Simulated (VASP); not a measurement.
Method: PBEsol GGA, VASP's PBE PAW potentials (set 64) (plane waves; VASP).

Input for VASP

INCAR:
```
# general
SYSTEM  = Zr
PREC    = Accurate
ENCUT   = 520
LREAL   = F
LASPH   = T

# electronic loop
EDIFF   = 1E-7
NELM    = 100
ALGO    = Normal
LMAXMIX = 4

# smearing
ISMEAR  = 1
SIGMA   = 0.1

# functional
GGA     = PS

# ions
IBRION  = 2
NSW     = 30
ISIF    = 4
EDIFFG  = -0.01

# output
LWAVE   = F
LCHARG  = F
```

File POSCAR:
```
Zr
1
    1.5904374855    -2.7547184794     0.0000000000
    1.5904374855     2.7547184794     0.0000000000
    0.0000000000     0.0000000000     5.1294474615
Zr
2
Direct
  0.3333330000   0.6666670000   0.2500000000
  0.6666670000   0.3333330000   0.7500000000
```

**KPOINTS**
```
Automatic mesh
0
Gamma
13 13 7
0 0 0
```

POTCAR, in this order: Zr_sv (PBE.64 set). Program: vasp_std.

The resulting files:

File OSZICAR:
```
       N       E                     dE             d eps       ncg     rms          rms(c)
DAV:   1     0.214501942091E+03    0.21450E+03   -0.13674E+04  2688   0.150E+03
DAV:   2    -0.454521117759E+01   -0.21905E+03   -0.21708E+03  3368   0.412E+02
DAV:   3    -0.186884400704E+02   -0.14143E+02   -0.14057E+02  5096   0.795E+01
DAV:   4    -0.189389478856E+02   -0.25051E+00   -0.25050E+00  2936   0.116E+01
DAV:   5    -0.189459580701E+02   -0.70102E-02   -0.70101E-02  4312   0.130E+00    0.161E+01
DAV:   6    -0.182887451084E+02    0.65721E+00   -0.10005E+00  2792   0.877E+00    0.646E+00
DAV:   7    -0.181563568560E+02    0.13239E+00   -0.66786E-01  3936   0.616E+00    0.115E+00
DAV:   8    -0.181604214129E+02   -0.40646E-02   -0.37083E-02  3464   0.172E+00    0.307E-01
DAV:   9    -0.181607770084E+02   -0.35560E-03   -0.19061E-03  3456   0.462E-01    0.318E-02
DAV:  10    -0.181607456590E+02    0.31349E-04   -0.51335E-05  4128   0.461E-02    0.243E-02
DAV:  11    -0.181607465934E+02   -0.93433E-06   -0.98653E-06  2968   0.421E-02    0.280E-03
DAV:  12    -0.181607465495E+02    0.43836E-07   -0.32450E-07  2800   0.441E-03
   1 F= -.18160747E+02 E0= -.18160624E+02  d E =-.181607E+02
```

File OUTCAR:
```
------------------------ aborting loop because EDIFF is reached ----------------------------------------
  FORCE on cell =-STRESS in cart. coord.  units (eV):
  Direction    XX          YY          ZZ          XY          YZ          ZX
  --------------------------------------------------------------------------------------
  Total        0.0015468      0.0015468      0.0068042     -0.0000000      0.0000000      0.0000000
  in kB        0.0551387      0.0551387      0.2425448     -0.0000000      0.0000000      0.0000000
  external PRESSURE =       0.1176074 kB  Pullay stress =       0.0000000 kB
  volume of cell :       44.95
      direct lattice vectors                 reciprocal lattice vectors
     1.590437486 -2.754718479  0.000000000     0.314378908 -0.181506751  0.000000000
     1.590437486  2.754718479  0.000000000     0.314378908  0.181506751  0.000000000
     0.000000000  0.000000000  5.129447461     0.000000000  0.000000000  0.194952772
 POSITION                                       TOTAL-FORCE (eV/Angst)
 -----------------------------------------------------------------------------------
      1.59044      0.91824      1.28236        -0.000000      0.000000      0.000000
      1.59044     -0.91824      3.84709         0.000000     -0.000000      0.000000
 -----------------------------------------------------------------------------------
    total drift:                                0.000134      0.001122     -0.000019
  FREE ENERGIE OF THE ION-ELECTRON SYSTEM (eV)
  ---------------------------------------------------
  free  energy   TOTEN  =       -18.1607465495 eV

  energy  without entropy=      -18.1603789228  energy(sigma->0) =      -18.16062401

 reached required accuracy - stopping structural energy minimisation
```
(Selected blocks of OUTCAR.)

The compound is Zr in the hcp structure. It was relaxed first.
